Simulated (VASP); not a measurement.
Given:

```
V
1.0
   -1.48027     1.48027     1.48027
    1.48027    -1.48027     1.48027
    1.48027     1.48027    -1.48027
V
1
Cartesian
  0.00000   0.00000   0.00000
```

The numbers are results of vdW-DF-cx, VASP's PBE PAW potentials (set 64) (plane waves; VASP), not measurements. Run with 520 eV cut-off, Gaussian smearing of 0.050 eV, potentials V_sv.

Question: Give the energies of bands 5 to 9 at the high-symmetry points, in eV from the Fermi level.

Answer: 
| band | Γ | H | N | P |
|---|---|---|---|---|
| 5 | -6.64 | -3.16 | -3.30 | -1.14 |
| 6 | 0.41 | -3.16 | -1.21 | -1.14 |
| 7 | 0.41 | 3.91 | 1.82 | -1.14 |
| 8 | 0.41 | 3.91 | 2.53 | 2.98 |
| 9 | 2.53 | 3.91 | 2.91 | 2.98 |

It has no gap at this level: it comes out as a metal or semimetal.

The compound is V in the bcc structure. It was relaxed first, which changed the volume by -7 %. The run is not spin-polarised, so no magnetic state was tried.
